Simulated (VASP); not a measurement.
These are PBE GGA with D3 dispersion (Becke-Johnson damping), VASP's PBE PAW potentials (set 64) (plane waves; VASP) values and carry that method's errors.

A VASP calculation is set up with these files.

POSCAR:
```
KMgF3
1
    4.0056166902     0.0000000000     0.0000000000
    0.0000000000     4.0056166902     0.0000000000
    0.0000000000     0.0000000000     4.0056166902
K Mg F
1 1 3
Direct
  0.0000000000   0.0000000000   0.0000000000
  0.5000000000   0.5000000000   0.5000000000
  0.5000000000   0.0000000000   0.5000000000
  0.0000000000   0.5000000000   0.5000000000
  0.5000000000   0.5000000000   0.0000000000
```

KPOINTS:
```
kpoints
0
G
 6 6 6
```

**INCAR**
```
SYSTEM  =  KMgF3
PREC  =  Accurate; ENCUT  =  520; LREAL  =  .FALSE.
LASPH  =  .TRUE.
EDIFF  =  1E-7; NELM  =  100; ALGO  =  Normal
ISMEAR  =  -5
GGA  =  PE; IVDW  =  12
ISIF  =  2
LWAVE  =  .FALSE.; LCHARG  =  .TRUE.; LORBIT  =  11
NEDOS  =  601
LEFG  =  .TRUE.
```

POTCAR, in this order: K_sv Mg F (PBE.64 set). Program: vasp_std.

The run wrote:

**OUTCAR**
```
 ion  position               nearest neighbor table
   1  0.000  0.000  0.000-   3 2.83   4 2.83   5 2.83   3 2.83   4 2.83   4 2.83   5 2.83   4 2.83
                             3 2.83   5 2.83   3 2.83   5 2.83   2 3.47   2 3.47   2 3.47   2 3.47
   2  0.500  0.500  0.500-   3 2.00   4 2.00   5 2.00   5 2.00   3 2.00   4 2.00   1 3.47   1 3.47
                             1 3.47   1 3.47   1 3.47   1 3.47   1 3.47   1 3.47
   3  0.500  0.000  0.500-   2 2.00   2 2.00   1 2.83   1 2.83   1 2.83   1 2.83
   4  0.000  0.500  0.500-   2 2.00   2 2.00   1 2.83   1 2.83   1 2.83   1 2.83
   5  0.500  0.500  0.000-   2 2.00   2 2.00   1 2.83   1 2.83   1 2.83   1 2.83
  LATTYP: Found a simple cubic cell.
 ALAT       =     4.0056166902
 Subroutine PRICEL returns:
 Original cell was already a primitive cell.
 Subroutine GETGRP returns: Found 48 space group operations
The static configuration has the point symmetry O_h .
The dynamic configuration has the point symmetry O_h .
 Subroutine INISYM returns: Found 48 space group operations
 Subroutine IBZKPT returns following result:
 Found     20 irreducible k-points:

 Following reciprocal coordinates:
            Coordinates               Weight
  0.000000  0.000000  0.000000      1.000000
  0.166667  0.000000  0.000000      6.000000
  0.333333  0.000000  0.000000      6.000000
  0.500000  0.000000  0.000000      3.000000
  0.166667  0.166667  0.000000     12.000000
  0.333333  0.166667  0.000000     24.000000
  0.500000  0.166667  0.000000     12.000000
  0.333333  0.333333  0.000000     12.000000
  0.500000  0.333333  0.000000     12.000000
  0.500000  0.500000  0.000000      3.000000
  0.166667  0.166667  0.166667      8.000000
  0.333333  0.166667  0.166667     24.000000
  0.500000  0.166667  0.166667     12.000000
  0.333333  0.333333  0.166667     24.000000
  0.500000  0.333333  0.166667     24.000000
  0.500000  0.500000  0.166667      6.000000
  0.333333  0.333333  0.333333      8.000000
  0.500000  0.333333  0.333333     12.000000
  0.500000  0.500000  0.333333      6.000000
...
```

File OSZICAR:
```
       N       E                     dE             d eps       ncg     rms          rms(c)
DAV:   1     0.250616821830E+03    0.25062E+03   -0.17842E+04   800   0.156E+03
DAV:   2    -0.151944738172E+02   -0.26581E+03   -0.25733E+03  1036   0.391E+02
DAV:   3    -0.262976272896E+02   -0.11103E+02   -0.11077E+02   960   0.787E+01
DAV:   4    -0.266433128523E+02   -0.34569E+00   -0.34519E+00  1396   0.116E+01
DAV:   5    -0.266442223364E+02   -0.90948E-03   -0.90942E-03   932   0.621E-01    0.899E+00
DAV:   6    -0.244401715044E+02    0.22041E+01   -0.95154E+00   884   0.227E+01    0.375E+00
DAV:   7    -0.244319365734E+02    0.82349E-02   -0.24267E-01  1056   0.337E+00    0.238E+00
DAV:   8    -0.244324515658E+02   -0.51499E-03   -0.71287E-02   944   0.290E+00    0.282E-01
DAV:   9    -0.244322985374E+02    0.15303E-03   -0.13763E-02   996   0.862E-01    0.120E-01
DAV:  10    -0.244326234994E+02   -0.32496E-03   -0.12172E-03  1080   0.284E-01    0.630E-02
DAV:  11    -0.244326548082E+02   -0.31309E-04   -0.18250E-04   948   0.104E-01    0.279E-02
DAV:  12    -0.244326341009E+02    0.20707E-04   -0.10658E-04   928   0.715E-02    0.206E-03
DAV:  13    -0.244326345040E+02   -0.40317E-06   -0.22504E-06   988   0.117E-02    0.853E-04
DAV:  14    -0.244326344208E+02    0.83288E-07   -0.15923E-07   648   0.312E-03
   1 F= -.25251763E+02 E0= -.25251763E+02  d E =0.000000E+00
```

OUTCAR:
```
------------------------ aborting loop because EDIFF is reached ----------------------------------------
 Edisp (eV)   -0.81913
  FORCE on cell =-STRESS in cart. coord.  units (eV):
  Direction    XX          YY          ZZ          XY          YZ          ZX
  --------------------------------------------------------------------------------------
  Total       0.06954     0.06954     0.06954    -0.00000    -0.00000     0.00000
  in kB       1.73355     1.73355     1.73355    -0.00000    -0.00000     0.00000
  external pressure =        1.73 kB  Pullay stress =        0.00 kB
  volume of cell :       64.27
      direct lattice vectors                 reciprocal lattice vectors
     4.005616690  0.000000000  0.000000000     0.249649449  0.000000000  0.000000000
     0.000000000  4.005616690  0.000000000     0.000000000  0.249649449  0.000000000
     0.000000000  0.000000000  4.005616690     0.000000000  0.000000000  0.249649449
 POSITION                                       TOTAL-FORCE (eV/Angst)
 -----------------------------------------------------------------------------------
      0.00000      0.00000      0.00000         0.000000      0.000000      0.000000
      2.00281      2.00281      2.00281         0.000000      0.000000      0.000000
      2.00281      0.00000      2.00281         0.000000      0.000000      0.000000
      0.00000      2.00281      2.00281         0.000000      0.000000      0.000000
      2.00281      2.00281      0.00000         0.000000      0.000000      0.000000
 -----------------------------------------------------------------------------------
    total drift:                                0.000000      0.000000     -0.000000
  FREE ENERGIE OF THE ION-ELECTRON SYSTEM (eV)
  ---------------------------------------------------
  free  energy   TOTEN  =       -25.2517631243 eV

  energy  without entropy=      -25.2517631243  energy(sigma->0) =      -25.25176312

 total charge

# of ion       s       p       d       tot
------------------------------------------
    1        1.956   5.594   0.027   7.577
    2        0.123   0.155   0.076   0.355
    3        1.730   4.407   0.000   6.137
    4        1.730   4.407   0.000   6.137
    5        1.730   4.407   0.000   6.137
--------------------------------------------------
tot          7.270  18.971   0.103  26.344

 Electric field gradients after diagonalization (V/A^2)
 (convention: |V_zz| > |V_xx| > |V_yy|)
----------------------------------------------------------------------
 ion       V_xx      V_yy      V_zz     asymmetry (V_yy - V_xx)/ V_zz
----------------------------------------------------------------------
   1       0.000    -0.000     0.000      -0.438
   2      -0.000    -0.000    -0.000      -0.082
   3     -23.498   -23.498    46.996       0.000
   4     -23.498   -23.498    46.996       0.000
   5     -23.498   -23.498    46.996       0.000
```
(Selected blocks of OUTCAR.)

**OUTCAR**
```
 val. band max:       -1.6752442020   @ k =   0.5000   0.5000   0.5000

 cond. band min:       5.5183147198   @ k =   0.0000   0.0000   0.0000


 Fermi energy:        -1.6639705307

 k-point     1 :       0.0000    0.0000    0.0000
  band No.  band energies     occupation
      1     -27.3592      2.00000
      2     -21.7551      2.00000
      3     -21.1211      2.00000
      4     -21.1211      2.00000
      5     -10.8493      2.00000
      6     -10.8493      2.00000
      7     -10.8493      2.00000
      8      -4.0644      2.00000
      9      -4.0644      2.00000
     10      -4.0644      2.00000
     11      -2.2845      2.00000
     12      -2.2845      2.00000
     13      -2.2845      2.00000
     14      -1.9976      2.00000
     15      -1.9976      2.00000
     16      -1.9976      2.00000
     17       5.5183      0.00000
     18       8.3850      0.00000
     19       8.3850      0.00000
     20      10.5234      0.00000

 k-point     2 :       0.1667    0.0000    0.0000
  band No.  band energies     occupation
      1     -27.3527      2.00000
      2     -21.7259      2.00000
      3     -21.1570      2.00000
      4     -21.1187      2.00000
      5     -10.8467      2.00000
      6     -10.8365      2.00000
      7     -10.8365      2.00000
      8      -4.0421      2.00000
      9      -4.0323      2.00000
     10      -4.0323      2.00000
     11      -2.3457      2.00000
     12      -2.3393      2.00000
     13      -2.3393      2.00000
     14      -2.2501      2.00000
     15      -2.0490      2.00000
     16      -2.0490      2.00000
     17       5.9956      0.00000
     18       8.6250      0.00000
     19       8.6641      0.00000
     20      10.6575      0.00000

 k-point     3 :       0.3333    0.0000    0.0000
  band No.  band energies     occupation
      1     -27.3398      2.00000
      2     -21.6527      2.00000
      3     -21.2422      2.00000
      4     -21.1145      2.00000
      5     -10.8416      2.00000
...
```

The compound is KMgF3 in the cubic perovskite structure. It was relaxed first.
